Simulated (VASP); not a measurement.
# YReS (P4/mmm) in VASP: further runs

Aim: see how the results for YReS move with the level of theory and the settings. Levels: PBE, RPBE. Tasks: relaxation of cell and atoms, relaxation of the atoms.

All numbers are computed with VASP 6.6.1; they aren't measurements. Logs are shortened: lines on timing, memory, paths and dates and some standing lists are left out, and cuts for length are marked.

**1. The structure**

It takes space group P4/mmm (No. 123, tetragonal). Conventional cell: a = 3.889 Å, b = 3.889 Å, c = 3.969 Å, α = 90.00°, β = 90.00°, γ = 90.00°. Around Y (site symmetry 4/mmm) lie 4 S at 2.75 Å. Around Re (site symmetry 4/mmm) lie 2 S at 1.98 Å. S (site symmetry 4/mmm) has 2 Re at 1.98 Å as nearest neighbours.

The cell was built by a generator and needn't be a form met in nature.

**2. Relaxation of cell and atoms, PBE**

The input, INCAR:

```
ALGO = Normal ; EDIFF = 1E-6
EDIFFG = -0.02 ; ENCUT = 600
GGA = PE ; IBRION = 2
ISIF = 3 ; ISMEAR = 0
LASPH = T ; LCHARG = F
LREAL = F ; LWAVE = F
NELM = 100 ; NSW = 40
PREC = Accurate ; SIGMA = 0.05
```

The input, KPOINTS:

```
k-points
0
Gamma
  7 7 7
```

The input, POSCAR:

```
YReS
1.0
    3.8891707800      0.0000000000      0.0000000000
    0.0000000000      3.8891707800      0.0000000000
    0.0000000000      0.0000000000      3.9691365600
Y Re S
1 1 1
Direct
    0.0000000000      0.0000000000      0.0000000000
    0.5000000000      0.5000000000      0.5000000000
    0.5000000000      0.5000000000      0.0000000000
```

Potentials or basis: VASP PAW PBE potentials, release 64 (Y_sv, Re, S).

Command:

```sh
$ cat potpaw_PBE.64/Y_sv/POTCAR potpaw_PBE.64/Re/POTCAR potpaw_PBE.64/S/POTCAR > POTCAR
$ mpirun -np 1 vasp_std > vasp.out
```

OUTCAR:

```text
EDIFF = 1E-6
   EDIFFG = -0.02
   ENCUT = 600
   GGA = PE
   IBRION = 2
   ISIF = 3
   ISMEAR = 0
   LASPH = T
   LREAL = F
   NELM = 100
   NSW = 40
   PREC = Accurate

 ion  position               nearest neighbor table
   1  0.000  0.000  0.000-   3 2.75   3 2.75   3 2.75   3 2.75   2 3.39   2 3.39   2 3.39   2 3.39
                             2 3.39   2 3.39   2 3.39   2 3.39
   2  0.500  0.500  0.500-   3 1.98   3 1.98   1 3.39   1 3.39   1 3.39   1 3.39   1 3.39   1 3.39
                             1 3.39   1 3.39
   3  0.500  0.500  0.000-   2 1.98   2 1.98   1 2.75   1 2.75   1 2.75   1 2.75

  LATTYP: Found a simple tetragonal cell.
 ALAT       =     3.8891707800
 C/A-ratio  =     1.0205611387

  Lattice vectors:

 A1 = (   3.8891707800,   0.0000000000,   0.0000000000)
 A2 = (   0.0000000000,   3.8891707800,   0.0000000000)
 A3 = (   0.0000000000,   0.0000000000,   3.9691365600)

Analysis of symmetry for initial positions (statically):
=====================================================================
 Subroutine PRICEL returns:
 Original cell was already a primitive cell.

 Routine SETGRP: Setting up the symmetry group for a
 simple tetragonal supercell.

 Subroutine GETGRP returns: Found 16 space group operations
 (whereof 16 operations were pure point group operations)
 out of a pool of 16 trial point group operations.

The static configuration has the point symmetry D_4h.

Analysis of symmetry for dynamics (positions and initial velocities):
=====================================================================
 Subroutine PRICEL returns:
 Original cell was already a primitive cell.

 Routine SETGRP: Setting up the symmetry group for a
 simple tetragonal supercell.

 Subroutine GETGRP returns: Found 16 space group operations
 (whereof 16 operations were pure point group operations)
 out of a pool of 16 trial point group operations.

The dynamic configuration has the point symmetry D_4h.

 Subroutine INISYM returns: Found 16 space group operations
 (whereof 16 operations are pure point group operations),
 and found     1 'primitive' translations

----------------------------------------------------------------------------------------

                                     Primitive cell

  volume of cell :      60.0358

  direct lattice vectors                    reciprocal lattice vectors
     3.889170780  0.000000000  0.000000000     0.257124219  0.000000000  0.000000000
[... 86 lines left out ...]
   ENCUT  =  600.0 eV  44.10 Ry    6.64 a.u.   7.77  7.77  7.93*2*pi/ulx,y,z
   NELM   =    100;   NELMIN=  2; NELMDL= -5     # of ELM steps
   EDIFF  = 0.1E-05   stopping-criterion for ELM
   LREAL  =      F    real-space projection
   EDIFFG = -.2E-01   stopping-criterion for IOM
   NSW    =     40    number of steps for IOM
   IBRION =      2    ionic relax: 0-MD 1-quasi-New 2-CG
   NFREE  =      1    steps in history (QN), initial steepest desc. (CG)
   ISIF   =      3    stress and relaxation
   ISYM   =      2    0-nonsym 1-usesym 2-fastsym
   POTIM  = 0.5000    time-step for ionic-motion
   TEBEG  =    0.0;   TEEND  =   0.0 temperature during run
   PSTRESS=    0.0 pullay stress
   NELECT =      24.0000    total number of electrons
   NUPDOWN=      -1.0000    fix difference up-down
   EMIN   =  10.00;   EMAX   =-10.00  energy-range for DOS
   EFERMI =   0.00;   METHOD = LEGACY
   ISMEAR =     0;   SIGMA  =   0.05  broadening in eV -4-tet -1-fermi 0-gaus
   EFERMI_NEDOS =   21; number of points for ismear=-14 and -15
   IALGO  =     38    algorithm
   IMIX   =      4    mixing-type and parameters
     AMIX     =   0.40;   BMIX     =  1.00
     AMIX_MAG =   1.60;   BMIX_MAG =  1.00
  volume/ion in A,a.u.               =      20.01       135.05
  Fermi-wavevector in a.u.,A,eV,Ry     =   1.205985  2.278981 19.788309  1.454400
  Thomas-Fermi vector in A             =   2.341665
   LORBIT       =      0    0 simple, 1 ext, 2 COOP (PROOUT), +10 PAW based schemes
   GGA     = PE    functional components
   LHFCALC =     F    Hartree Fock is set to
   AEXX    =    0.0000 exact exchange contribution
   IVDW    =     0    specifies the selected vdW correction
   LEPSILON=     F    determine dielectric tensor
   LRPA    =     F    only Hartree local field effects (RPA)
 conjugate gradient relaxation of ions
 non-spin polarized calculation
 Gauss-broadening in eV      SIGMA  =   0.05
  energy-cutoff  :      600.00
  volume of cell :       60.04
 maximum number of plane-waves:      2020
 NGX is ok and might be reduce to    32
   NGX = 15   NGY = 15   NGZ = 15

--------------------------------------- Ionic step        1  -------------------------------------------

 number of electron      24.0000001 magnetization

 Free energy of the ion-electron system (eV)
  ---------------------------------------------------
  ext. energy  EPLUGINS =         0.00000000
  ---------------------------------------------------
  free energy    TOTEN  =       -22.01300434 eV

  energy without entropy =      -22.00683083  energy(sigma->0) =      -22.00991758

------------------------ aborting loop because EDIFF is reached ----------------------------------------

  FORCE on cell =-STRESS in cart. coord.  units (eV):
  Direction    XX          YY          ZZ          XY          YZ          ZX
  --------------------------------------------------------------------------------------
  -------------------------------------------------------------------------------------
  Total       -0.9304551     -0.9304551     30.7983386     -0.0000000     -0.0000000      0.0000000
  in kB      -24.8310990    -24.8310990    821.9166948     -0.0000000     -0.0000000      0.0000000
  external PRESSURE =     257.4181656 kB  Pullay stress =       0.0000000 kB
[... 1013 lines left out ...]
      5      -9.8749      2.00000
      6      -2.2153      2.00000
[... 8 lines left out ...]
     15       6.7053      0.00000
     16       7.1974      0.00000

 [... further k-points ...]

[... ionic steps 4 to 9 ...]

--------------------------------------- Ionic step       10  -------------------------------------------

 number of electron      23.9999998 magnetization

------------------------ aborting loop because EDIFF is reached ----------------------------------------
[... 69 lines left out ...]
--------------------------------------- Ionic step       12  -------------------------------------------

 number of electron      23.9999998 magnetization

 Free energy of the ion-electron system (eV)
  ---------------------------------------------------
  ext. energy  EPLUGINS =         0.00000000
  ---------------------------------------------------
  free energy    TOTEN  =       -23.41990388 eV

  energy without entropy =      -23.41488702  energy(sigma->0) =      -23.41739545

 E-fermi :   5.4237     XC(G=0): -10.8181

 val. band max:        5.4215932331   @ k =   0.1429   0.1429   0.4286
 cond. band min:       5.4258642716   @ k =   0.1429   0.0000   0.2857
 fundamental gap:      0.0042710385
 Fermi energy:         5.4237245537
[... 486 lines left out ...]
  FREE ENERGIE OF THE ION-ELECTRON SYSTEM (eV)
  ---------------------------------------------------
  free  energy   TOTEN  =       -23.4199038753 eV

  energy  without entropy=      -23.4148870196  energy(sigma->0) =      -23.41739545

 reached required accuracy - stopping structural energy minimisation
```

OSZICAR:

```text
N       E                     dE             d eps       ncg     rms          rms(c)
DAV:   1     0.111660856816E+03    0.11166E+03   -0.13161E+04  1920   0.173E+03
DAV:   2    -0.162614182232E+02   -0.12792E+03   -0.12547E+03  2088   0.395E+02
DAV:   3    -0.229856772579E+02   -0.67243E+01   -0.66505E+01  2080   0.739E+01
[... 133 lines left out ...]
DAV:   3    -0.234201357438E+02    0.11107E-02   -0.71784E-03  2376   0.109E+00    0.184E-01
DAV:   4    -0.234198851636E+02    0.25058E-03   -0.82734E-04  2320   0.225E-01    0.545E-02
DAV:   5    -0.234198964266E+02   -0.11263E-04   -0.63318E-05  2008   0.576E-02    0.345E-02
DAV:   6    -0.234199041542E+02   -0.77276E-05   -0.21701E-05  2184   0.306E-02    0.105E-02
DAV:   7    -0.234199038753E+02    0.27894E-06   -0.15143E-06  1416   0.950E-03
  12 F= -.23419904E+02 E0= -.23417395E+02  d E =-.397719E-03
```

CONTCAR:

```text
YReS
   1.00000000000000
     3.7819389003149420   -0.0000000000000000    0.0000000000000000
    -0.0000000000000000    3.7819389003149420   -0.0000000000000000
    -0.0000000000000000   -0.0000000000000000    4.3983692289549063
  Y               Re              S
     1     1     1
Direct
     0.0000000000000000    0.0000000000000000    1.0000000000000000
     0.5000000000000000    0.5000000000000000    0.5000000000000000
     0.5000000000000000    0.5000000000000000    1.0000000000000000

  0.00000000E+00  0.00000000E+00  0.00000000E+00
  0.00000000E+00  0.00000000E+00  0.00000000E+00
  0.00000000E+00  0.00000000E+00  0.00000000E+00
```

Run time: 4.1 min. Hardware: 1 thread of AMD EPYC 9R45 (Zen 5), shared host; peak memory 0.21 GiB.

Results:

| Quantity | Value |
| --- | --- |
| Free energy | -23.4199 eV |
| Relaxed volume | 20.97 Å³/atom |
| Relaxed cell | a = 3.782 Å, b = 3.782 Å, c = 4.398 Å, α = 90.00°, β = 90.00°, γ = 90.00° |
| Space group after relaxing (to 0.05 Å) | P4/mmm (No. 123) |
| Energy gained by relaxing | 469.0 meV/atom |
| Ionic steps | 12 |
| Pressure after relaxing | 0.0 GPa |
| Band gap on the k mesh | none (metal or under the smearing width) |

The path:
| step | energy change (eV) | largest force (eV/Å) | pressure (GPa) | volume (Å³) |
| --- | --- | --- | --- | --- |
| 1 | 0.0000 | 0.0000 | 25.74 | 60.04 |
| 2 | 1.9500 | 0.0000 | -14.68 | 87.10 |
| 3 | 0.7831 | 0.0000 | -15.87 | 79.90 |
| 4 | -0.2920 | 0.0000 | -15.14 | 74.08 |
| 5 | -1.3197 | 0.0000 | -6.59 | 67.11 |
| 6 | -1.3260 | 0.0000 | 0.13 | 64.84 |
| 7 | -1.3576 | 0.0000 | -3.64 | 66.01 |
| 8 | -1.3581 | 0.0000 | -3.23 | 65.87 |
| 9 | -1.4061 | 0.0000 | 0.73 | 62.55 |
| 10 | -1.4065 | 0.0000 | 0.35 | 62.81 |
| 11 | -1.4058 | 0.0000 | -0.58 | 63.06 |
| 12 | -1.4069 | 0.0000 | 0.01 | 62.91 |

Final structure:
```
Y Re S
1.0
     3.78194    0.00000    0.00000
     0.00000    3.78194    0.00000
     0.00000    0.00000    4.39837
Y Re S
1 1 1
Direct
  0.00000 0.00000 0.00000
  0.50000 0.50000 0.50000
  0.50000 0.50000 0.00000
```

Spin-orbit coupling is left out, which matters for the levels of Re.

(Continued in part 2 of 2.)
